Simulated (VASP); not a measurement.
An input for Quantum ESPRESSO's pw.x (written as the equivalent of a VASP run, and not itself run):

```
&CONTROL
  calculation = 'relax'
  pseudo_dir = './pseudo'
  outdir = './out'
  tprnfor = .true.
  tstress = .true.
  nstep = 50
  forc_conv_thr = 0.00039
/
&SYSTEM
  ibrav = 0
  nat = 8
  ntyp = 2
  ecutwfc = 74
  occupations = 'smearing'
  smearing = 'fermi-dirac'
  degauss = 0.003675
  input_dft = 'pz'
/
&ELECTRONS
  conv_thr = 7.3e-06
  electron_maxstep = 100
/
&IONS
/
ATOMIC_SPECIES
  Cl 35.450 Cl.upf
  Li 6.940 Li.upf
CELL_PARAMETERS angstrom
     3.5645430    0.0000000    0.0000000
    -3.5645430    3.5645430    0.0000000
     0.0000000    0.0000000   19.6264000
ATOMIC_POSITIONS crystal
  Cl   0.0000000  0.5000000  0.4352350
  Cl   0.0000000  0.0000000  0.3057110
  Cl   0.0000000  0.5000000  0.6942890
  Cl   0.0000000  0.0000000  0.5647650
  Li   0.0000000  0.0000000  0.4352350
  Li   0.0000000  0.5000000  0.3057110
  Li   0.0000000  0.0000000  0.6942890
  Li   0.0000000  0.5000000  0.5647650
K_POINTS automatic
  4 4 1 0 0 0
```

Write the VASP files for the same calculation (LDA).

This is not unique; one that fits is 
**POSCAR**
```
LiCl
1
    3.5645430000     0.0000000000     0.0000000000
   -3.5645430000     3.5645430000     0.0000000000
    0.0000000000     0.0000000000    19.6264000000
Cl Li
4 4
Direct
  0.0000000000   0.5000000000   0.4352350000
  0.0000000000   0.0000000000   0.3057110000
  0.0000000000   0.5000000000   0.6942890000
  0.0000000000   0.0000000000   0.5647650000
  0.0000000000   0.0000000000   0.4352350000
  0.0000000000   0.5000000000   0.3057110000
  0.0000000000   0.0000000000   0.6942890000
  0.0000000000   0.5000000000   0.5647650000
```

### INCAR
```
ENCUT = 200   ! plane-wave cut-off (eV)
LASPH = .True.   ! aspherical one-centre terms
LREAL = .False.   ! projection in real space or not
ISIF = 2   ! forces and stress, cell fixed
ALGO = Normal   ! blocked Davidson
IBRION = 2   ! conjugate gradients
SIGMA = 0.05
LCHARG = .False.
ISMEAR = -1   ! Fermi-Dirac
NSW = 50   ! most ionic steps
LWAVE = .False.
PREC = Accurate
EDIFFG = -0.01   ! ionic stop
EDIFF = 1E-04
SYSTEM = LiCl
NELM = 100   ! most electronic steps
```

### KPOINTS
```
kpoints
0
Gamma
  4 4 1
```

POTCAR, in this order: Cl Li_sv (LDA.64 set). Program: vasp_std.

The two are equivalent in intent, not identical: the potentials are each code's own (VASP's PAW set, PseudoDojo norm-conserving files in pw.x), so ENCUT and ecutwfc are chosen apart and not converted; conv_thr bounds pw.x's estimated SCF error, while EDIFF bounds the energy change between steps; forc_conv_thr acts on force components and is met together with etot_conv_thr.

The cell is a sheet with vacuum, built from a database entry that may be metastable or hypothetical.
